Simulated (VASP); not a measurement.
Input:

```
CELL_PARAMETERS angstrom
      1.95739     1.13010     6.47916
     -1.95739     1.13010     6.47916
      0.00000    -2.26019     6.47916
ATOMIC_POSITIONS crystal
  Zn 0.49892 0.49892 0.49892
  Hg 0.00356 0.00356 0.00356
  S  0.13136 0.13136 0.13136
  S  0.61615 0.61615 0.61615
```

Method: LDA (Ceperley-Alder, Perdew-Zunger), VASP's LDA PAW potentials (set 64) (plane waves; VASP). Run with 400 eV cut-off, Gaussian smearing of 0.050 eV, potentials Zn Hg S.

Unless said otherwise, spin-orbit coupling is left out, though it shifts the bands of the heavy elements here.

### Question
Give the energies of bands 8 to 21 at the high-symmetry points, in eV from the valence-band maximum.

### Answer

| band | Γ | T | H2 | L | S0 | F |
|---|---|---|---|---|---|---|
| 8 | -6.63 | -7.06 | -6.61 | -6.76 | -6.61 | -6.58 |
| 9 | -6.63 | -6.65 | -6.48 | -6.62 | -6.47 | -6.53 |
| 10 | -6.33 | -6.65 | -6.34 | -6.41 | -6.35 | -6.35 |
| 11 | -6.33 | -6.34 | -6.17 | -6.14 | -6.17 | -6.14 |
| 12 | -6.27 | -6.34 | -5.95 | -6.12 | -5.97 | -6.03 |
| 13 | -6.11 | -3.81 | -5.42 | -5.10 | -5.41 | -5.79 |
| 14 | -1.49 | -2.96 | -5.10 | -4.66 | -5.04 | -5.06 |
| 15 | -1.49 | -1.30 | -3.56 | -2.92 | -3.67 | -2.79 |
| 16 | -0.40 | -1.30 | -2.79 | -2.78 | -2.76 | -2.60 |
| 17 | 0.00 | -0.26 | -2.04 | -2.38 | -2.13 | -1.29 |
| 18 | 0.00 | -0.26 | -1.87 | -1.41 | -1.86 | -0.91 |
| 19 | 0.35 | 2.08 | 3.07 | 3.16 | 3.11 | 1.80 |
| 20 | 2.36 | 2.23 | 4.08 | 3.55 | 4.33 | 2.95 |
| 21 | 5.69 | 4.96 | 5.05 | 4.72 | 4.93 | 3.33 |

The gap is direct, 0.36 eV, from the valence maximum at Γ to the conduction minimum at Γ.

The structure comes from a computed database's ZnHgS2 entry (R3m); how it stands against other phases isn't given here. It was relaxed first, which changed the volume by -8 %.
